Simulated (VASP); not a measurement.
Output of a VASP run:

File OUTCAR:
```
 ion  position               nearest neighbor table
   1  0.000  0.000  0.000-   2 2.50   3 2.50   2 2.50   3 2.50   3 2.50   3 2.50   2 2.50   2 2.50
                             3 2.50   3 2.50   2 2.50   2 2.50
   2  0.333  0.667  0.500-   3 1.80   3 1.80   3 1.80   1 2.50   1 2.50   1 2.50   1 2.50   1 2.50
                             1 2.50
   3  0.667  0.333  0.500-   2 1.80   2 1.80   2 1.80   1 2.50   1 2.50   1 2.50   1 2.50   1 2.50
                             1 2.50
  LATTYP: Found a hexagonal cell.
 ALAT       =     3.1227409608
 C/A-ratio  =     1.1063264464
 Subroutine PRICEL returns:
 Original cell was already a primitive cell.
 Subroutine GETGRP returns: Found 24 space group operations
The static configuration has the point symmetry D_6h.
The dynamic configuration has the point symmetry D_6h.
 Subroutine INISYM returns: Found 24 space group operations
 Subroutine IBZKPT returns following result:
 Found     70 irreducible k-points:

 Following reciprocal coordinates:
            Coordinates               Weight
  0.000000  0.000000  0.000000      1.000000
  0.100000  0.000000  0.000000      6.000000
  0.200000  0.000000  0.000000      6.000000
  0.300000  0.000000  0.000000      6.000000
  0.400000  0.000000  0.000000      6.000000
  0.500000  0.000000  0.000000      3.000000
  0.100000  0.100000  0.000000      6.000000
  0.200000  0.100000  0.000000     12.000000
  0.300000  0.100000  0.000000     12.000000
  0.400000  0.100000  0.000000     12.000000
  0.200000  0.200000  0.000000      6.000000
  0.300000  0.200000  0.000000     12.000000
  0.400000  0.200000  0.000000      6.000000
  0.300000  0.300000  0.000000      6.000000
  0.000000  0.000000  0.125000      2.000000
  0.100000  0.000000  0.125000     12.000000
  0.200000  0.000000  0.125000     12.000000
  0.300000  0.000000  0.125000     12.000000
  0.400000  0.000000  0.125000     12.000000
  0.500000  0.000000  0.125000      6.000000
  0.100000  0.100000  0.125000     12.000000
  0.200000  0.100000  0.125000     24.000000
  0.300000  0.100000  0.125000     24.000000
  0.400000  0.100000  0.125000     24.000000
  0.200000  0.200000  0.125000     12.000000
  0.300000  0.200000  0.125000     24.000000
  0.400000  0.200000  0.125000     12.000000
  0.300000  0.300000  0.125000     12.000000
  0.000000  0.000000  0.250000      2.000000
  0.100000  0.000000  0.250000     12.000000
  0.200000  0.000000  0.250000     12.000000
  0.300000  0.000000  0.250000     12.000000
  0.400000  0.000000  0.250000     12.000000
  0.500000  0.000000  0.250000      6.000000
  0.100000  0.100000  0.250000     12.000000
  0.200000  0.100000  0.250000     24.000000
  0.300000  0.100000  0.250000     24.000000
  0.400000  0.100000  0.250000     24.000000
  0.200000  0.200000  0.250000     12.000000
  0.300000  0.200000  0.250000     24.000000
   k-points           NKPTS =     70   k-points in BZ     NKDIM =     70   number of bands    NBANDS=     12
   number of dos      NEDOS =    301   number of ions     NIONS =      3
   total plane-waves  NPLWV =  16128
   dimension x,y,z NGX =    24 NGY =   24 NGZ =   28
   dimension x,y,z NGXF=    48 NGYF=   48 NGZF=   56
   ions per type =               1   2
   PREC   = accura    normal or accurate (medium, high low for compatibility)
   ISTART =      0    job   : 0-new  1-cont  2-samecut
   ICHARG =      2    charge: 1-file 2-atom 10-const
   ISPIN  =      1    spin polarized calculation?
   LNONCOLLINEAR =      F non collinear calculations
   LSORBIT =      F    spin-orbit coupling
   INIWAV =      1    electr: 0-lowe 1-rand  2-diag
   ENCUT  =  520.0 eV  38.22 Ry    6.18 a.u.   5.81  5.81  6.42*2*pi/ulx,y,z
   NELM   =    100;   NELMIN=  2; NELMDL= -5     # of ELM steps
   EDIFF  = 0.1E-05   stopping-criterion for ELM
   LREAL  =      F    real-space projection
   NLSPLINE    = F    spline interpolate recip. space projectors
   LMAXMIX     =    6 max onsite mixed and CHGCAR
...
```

### OSZICAR
```
       N       E                     dE             d eps       ncg     rms          rms(c)
DAV:   1     0.332663043492E+02    0.33266E+02   -0.83952E+03  1680   0.126E+03
DAV:   2    -0.236869535951E+02   -0.56953E+02   -0.53126E+02  2072   0.246E+02
DAV:   3    -0.254737961551E+02   -0.17868E+01   -0.17565E+01  2224   0.331E+01
DAV:   4    -0.254875193154E+02   -0.13723E-01   -0.13716E-01  2020   0.316E+00
DAV:   5    -0.254876540192E+02   -0.13470E-03   -0.13465E-03  2180   0.258E-01    0.549E+01
DAV:   6    -0.234311711445E+02    0.20565E+01   -0.46456E+00  2008   0.142E+01    0.395E+01
DAV:   7    -0.233989221743E+02    0.32249E-01   -0.16726E+00  2084   0.895E+00    0.108E+01
DAV:   8    -0.233254712879E+02    0.73451E-01   -0.50473E-01  2004   0.504E+00    0.186E+00
DAV:   9    -0.233207910576E+02    0.46802E-02   -0.34403E-02  1988   0.146E+00    0.271E-01
DAV:  10    -0.233207231623E+02    0.67895E-04   -0.91403E-04  2064   0.269E-01    0.363E-01
DAV:  11    -0.233207250319E+02   -0.18696E-05   -0.92436E-05  2028   0.804E-02    0.184E-01
DAV:  12    -0.233207221270E+02    0.29048E-05   -0.83732E-06  2052   0.263E-02    0.250E-02
DAV:  13    -0.233207222258E+02   -0.98828E-07   -0.35656E-07  1188   0.612E-03
   1 F= -.23320722E+02 E0= -.23320544E+02  d E =-.233207E+02
       N       E                     dE             d eps       ncg     rms          rms(c)
DAV:   1    -0.233504211540E+02   -0.29699E-01   -0.87530E-01  1704   0.916E+00    0.246E+00
DAV:   2    -0.233254877434E+02    0.24933E-01   -0.37605E-02  1708   0.190E+00    0.148E+00
DAV:   3    -0.233186198417E+02    0.68679E-02   -0.19388E-02  1996   0.122E+00    0.125E+00
DAV:   4    -0.233184064934E+02    0.21335E-03   -0.31935E-04  2004   0.183E-01    0.912E-01
DAV:   5    -0.233182409249E+02    0.16557E-03   -0.34401E-04  2020   0.118E-01    0.156E-01
DAV:   6    -0.233182393810E+02    0.15439E-05   -0.14284E-05  2044   0.293E-02    0.385E-02
DAV:   7    -0.233182386110E+02    0.76998E-06   -0.20262E-06  1892   0.926E-03
   2 F= -.23318239E+02 E0= -.23318058E+02  d E =0.248361E-02
       N       E                     dE             d eps       ncg     rms          rms(c)
DAV:   1    -0.233345204639E+02   -0.16281E-01   -0.28530E-01  1700   0.523E+00    0.140E+00
DAV:   2    -0.233264594174E+02    0.80610E-02   -0.11667E-02  1716   0.107E+00    0.834E-01
DAV:   3    -0.233242056477E+02    0.22538E-02   -0.65255E-03  1988   0.714E-01    0.709E-01
DAV:   4    -0.233241703009E+02    0.35347E-04   -0.84650E-05  1988   0.101E-01    0.611E-01
DAV:   5    -0.233240977194E+02    0.72581E-04   -0.23381E-04  2012   0.910E-02    0.568E-02
DAV:   6    -0.233240965798E+02    0.11396E-05   -0.16361E-05  1992   0.311E-02    0.526E-02
DAV:   7    -0.233240970138E+02   -0.43401E-06   -0.16237E-06  1628   0.915E-03
   3 F= -.23324097E+02 E0= -.23323918E+02  d E =-.337479E-02
```

OUTCAR:
```
------------------------ aborting loop because EDIFF is reached ----------------------------------------
  FORCE on cell =-STRESS in cart. coord.  units (eV):
  Direction    XX          YY          ZZ          XY          YZ          ZX
  --------------------------------------------------------------------------------------
  Total       -0.0215152     -0.0215152      0.0438176      0.0000000      0.0000000      0.0000000
  in kB       -1.1675615     -1.1675617      2.3778415      0.0000000      0.0000000      0.0000000
  external PRESSURE =       0.0142394 kB  Pullay stress =       0.0000000 kB
  volume of cell :       29.52
      direct lattice vectors                 reciprocal lattice vectors
     1.567515283 -2.715016343  0.000000000     0.318976156 -0.184160954  0.000000000
     1.567515283  2.715016343 -0.000000000     0.318976156  0.184160954  0.000000000
     0.000000000  0.000000000  3.468658767     0.000000000  0.000000000  0.288295871
 POSITION                                       TOTAL-FORCE (eV/Angst)
 -----------------------------------------------------------------------------------
      0.00000      0.00000      0.00000         0.000000      0.000000      0.000000
      1.56752      0.90501      1.73433        -0.000000      0.000000      0.000000
      1.56752     -0.90501      1.73433         0.000000      0.000000     -0.000000
 -----------------------------------------------------------------------------------
    total drift:                                0.000000     -0.000000      0.000000
  FREE ENERGIE OF THE ION-ELECTRON SYSTEM (eV)
  ---------------------------------------------------
  free  energy   TOTEN  =       -23.3240970138 eV

  energy  without entropy=      -23.3235604872  energy(sigma->0) =      -23.32391817

 reached required accuracy - stopping structural energy minimisation
```
(Selected blocks of OUTCAR.)

POSCAR:
```
HfB2
1
    1.5613703815    -2.7043730586    -0.0000000000
    1.5613703815     2.7043730586    -0.0000000000
   -0.0000000000    -0.0000000000     3.4547709102
Hf B
1 2
Direct
  0.0000000000   1.0000000000   0.0000000000
  0.3333330000   0.6666670000   0.5000000000
  0.6666670000   0.3333330000   0.5000000000
```

Question: Write an INCAR and KPOINTS that could have produced this output.

Answer: This is not unique; one that fits is the input of the run itself, vdW-DF-cx, plane waves, VASP's PBE PAW potentials (set 64).

INCAR:
```
SYSTEM = HfB2
PREC = Accurate
ENCUT = 520
EDIFF = 1E-6
NELM = 100
ALGO = Normal
LREAL = .FALSE.
LASPH = .TRUE.
ISMEAR = 1
SIGMA = 0.1
GGA = CX
LUSE_VDW = .TRUE.
AGGAC = 0.0
LMAXMIX = 6
LWAVE = .FALSE.
LCHARG = .FALSE.
IBRION = 2
ISIF = 3
NSW = 60
EDIFFG = -0.02
```

### KPOINTS
```
K-points
0
Gamma
 10 10 8
0 0 0
```

POTCAR, in this order: Hf_pv B (PBE.64 set). Program: vasp_std.

The compound is HfB2 in the AlB2 type structure. This run relaxes it. Symmetry was kept, so distortions that lower it aren't found. The start is the result of an earlier pass.
